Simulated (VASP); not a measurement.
The input files of a VASP run:

**INCAR**
```
SYSTEM = Hf
PREC = Accurate
ENCUT = 400
EDIFF = 1E-6
NELM = 60
ALGO = Normal
LREAL = .FALSE.
LASPH = .TRUE.
ISMEAR = 1
SIGMA = 0.1
GGA = PE
LMAXMIX = 6
LWAVE = .FALSE.
LCHARG = .FALSE.
ISIF = 2
IMIX = 1
AMIX = 1.9
BMIX = 0.0001
```

KPOINTS:
```
Automatic mesh
0
Gamma
10 10 6
0 0 0
```

File POSCAR:
```
Hf
1
    1.5950000000    -2.7626210000     0.0000000000
    1.5950000000     2.7626210000     0.0000000000
    0.0000000000     0.0000000000     5.0500000000
Hf
2
Direct
  0.3333330000   0.6666670000   0.2500000000
  0.6666670000   0.3333330000   0.7500000000
```

POTCAR, in this order: Hf_pv (PBE.64 set). Program: vasp_std.

The resulting files:

standard output:
```
 POSCAR found type information on POSCAR Hf
 POSCAR found :  1 types and       2 ions
 Reading from existing POTCAR
 Reading from existing POTCAR
 LDA part: xc-table for (Slater+PW92), standard interpolation
 POSCAR, INCAR and KPOINTS ok, starting setup
 WAVECAR not read
 entering main loop
       N       E                     dE             d eps       ncg     rms          rms(c)
DAV:   1     0.399549524693E+02    0.39955E+02   -0.10295E+04  1608   0.112E+03
DAV:   2    -0.188132502413E+02   -0.58768E+02   -0.57759E+02  1952   0.238E+02
DAV:   3    -0.205373374300E+02   -0.17241E+01   -0.16907E+01  2144   0.280E+01
DAV:   4    -0.205523337688E+02   -0.14996E-01   -0.14992E-01  1772   0.332E+00
DAV:   5    -0.205525921983E+02   -0.25843E-03   -0.25842E-03  2194   0.340E-01    0.654E+01
DAV:   6    -0.224377584539E+02   -0.18852E+01   -0.17997E+01  1644   0.311E+01    0.652E+01
DAV:   7    -0.275513254692E+02   -0.51136E+01   -0.62590E+01  1592   0.584E+01    0.674E+01
DAV:   8    -0.513168352139E+02   -0.23766E+02   -0.21807E+02  1686   0.115E+02    0.853E+01
DAV:   9    -0.124610045290E+03   -0.73293E+02   -0.84169E+02  1568   0.206E+02    0.142E+02
DAV:  10    -0.501635522403E+03   -0.37703E+03   -0.37036E+03  2312   0.493E+02    0.106E+03
DAV:  11    -0.183107987942E+04   -0.13294E+04   -0.13693E+04  2046   0.655E+02    0.202E+03
DAV:  12    -0.523392471582E+04   -0.34028E+04   -0.36895E+04  2592   0.832E+02    0.362E+03
DAV:  13    -0.911016781206E+04   -0.38762E+04   -0.44955E+04  2294   0.141E+03    0.509E+03
DAV:  14    -0.146256771911E+05   -0.55155E+04   -0.71399E+04  2674   0.101E+03    0.631E+03
DAV:  15    -0.195189304574E+05   -0.48933E+04   -0.72110E+04  2336   0.188E+03    0.741E+03
DAV:  16    -0.260020846050E+05   -0.64832E+04   -0.10021E+05  2796   0.125E+03    0.840E+03
DAV:  17    -0.313343127061E+05   -0.53322E+04   -0.98131E+04  2344   0.234E+03    0.929E+03
DAV:  18    -0.381179433673E+05   -0.67836E+04   -0.12519E+05  2838   0.154E+03    0.100E+04
DAV:  19    -0.433309237253E+05   -0.52130E+04   -0.11964E+05  2364   0.274E+03    0.107E+04
DAV:  20    -0.499406986468E+05   -0.66098E+04   -0.14540E+05  2768   0.183E+03    0.112E+04
DAV:  21    -0.547952727440E+05   -0.48546E+04   -0.13779E+05  2398   0.309E+03    0.116E+04
DAV:  22    -0.611129897646E+05   -0.63177E+04   -0.16342E+05  2784   0.209E+03    0.120E+04
DAV:  23    -0.655222288095E+05   -0.44092E+04   -0.15418E+05  2460   0.337E+03    0.123E+04
DAV:  24    -0.714518009031E+05   -0.59296E+04   -0.17955E+05  2778   0.231E+03    0.126E+04

 -----------------------------------------------------------------------------
|                                                                             |
|     EEEEEEE  RRRRRR   RRRRRR   OOOOOOO  RRRRRR      ###     ###     ###     |
|     E        R     R  R     R  O     O  R     R     ###     ###     ###     |
|     E        R     R  R     R  O     O  R     R     ###     ###     ###     |
|     EEEEE    RRRRRR   RRRRRR   O     O  RRRRRR       #       #       #      |
|     E        R   R    R   R    O     O  R   R                               |
|     E        R    R   R    R   O     O  R    R      ###     ###     ###     |
|     EEEEEEE  R     R  R     R  OOOOOOO  R     R     ###     ###     ###     |
|                                                                             |
|     ERROR FEXCP: supplied Exchange-correletion table                        |
|      is too small, maximal index : 3975                                     |
|                                                                             |
|       ---->  I REFUSE TO CONTINUE WITH THIS SICK JOB ... BYE!!! <----       |
|                                                                             |
 -----------------------------------------------------------------------------
```

Q: Read input and log: which fault does this run have?
A) LEPSILON was set for a metal
B) a hybrid functional was run with ALGO = VeryFast
C) simple mixing (IMIX = 1) with AMIX above 1 overshoots
D) molecular dynamics (IBRION = 0) was asked for without POTIM

A: C, simple mixing (IMIX = 1) with AMIX above 1 overshoots. VASP stops with an error: ERROR FEXCP: supplied Exchange-correletion table is too small, maximal index : 3975 ----> I REFUSE TO CONTINUE WITH THIS SICK JOB ... BYE!!! <----

To mend it, remove IMIX, remove AMIX, remove BMIX.

The mended run (PBE GGA, plane waves, VASP's PBE PAW potentials (set 64)) converges, and its OSZICAR ends with
```
   1 F= -.19843124E+02 E0= -.19842705E+02  d E =-.125759E-02
```

The compound is Hf in the hcp structure. The cell was not relaxed at this level.
